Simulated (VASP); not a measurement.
OSZICAR of a VASP run on ZnS (wurtzite):

**OSZICAR**
```
       N       E                     dE             d eps       ncg     rms          rms(c)
DAV:   1     0.248102173641E+03    0.24810E+03   -0.17595E+04  1056   0.190E+03
DAV:   2     0.194382226884E+02   -0.22866E+03   -0.22343E+03  1140   0.373E+02
DAV:   3    -0.410962655705E+01   -0.23548E+02   -0.23445E+02  1278   0.120E+02
DAV:   4    -0.463853068312E+01   -0.52890E+00   -0.52856E+00  1200   0.190E+01
DAV:   5    -0.464870736501E+01   -0.10177E-01   -0.10176E-01  1316   0.249E+00    0.773E+00
DAV:   6    -0.346272213567E+01    0.11860E+01   -0.27723E+00  1622   0.436E+01    0.639E+00
DAV:   7    -0.351902774263E+01   -0.56306E-01   -0.20041E+00  1164   0.800E+00    0.375E+00
DAV:   8    -0.351513297404E+01    0.38948E-02   -0.18585E-01  1436   0.537E+00    0.111E+00
DAV:   9    -0.350821998899E+01    0.69130E-02   -0.34365E-02  1450   0.306E+00    0.222E-01
DAV:  10    -0.350852062022E+01   -0.30063E-03   -0.54752E-03  1278   0.481E-01    0.910E-02
DAV:  11    -0.350860808437E+01   -0.87464E-04   -0.14330E-04  1222   0.101E-01    0.461E-02
DAV:  12    -0.350863280196E+01   -0.24718E-04   -0.45586E-05  1206   0.648E-02    0.942E-03
DAV:  13    -0.350863244831E+01    0.35366E-06   -0.42593E-06  1584   0.246E-02    0.611E-03
DAV:  14    -0.350863210979E+01    0.33851E-06   -0.66423E-07  1170   0.842E-03    0.240E-03
DAV:  15    -0.350863213205E+01   -0.22254E-07   -0.56776E-08   744   0.387E-03
   1 F= -.35086321E+01 E0= -.35086321E+01  d E =0.000000E+00
```

Task: Which electronic solver shows in the log?

Result: It is blocked Davidson (ALGO = Normal, or the opening steps of other solvers). The INCAR had ALGO = Normal.

Task: Can the final energy be trusted as converged?

Result: The run converged. It stopped with EDIFF = 1E-7, NELM = 100 (vdW-DF2, plane waves, VASP's PBE PAW potentials (set 64)).

The compound is ZnS in the wurtzite structure, the high-temperature form. It was relaxed first, which changed the volume by +9 %.
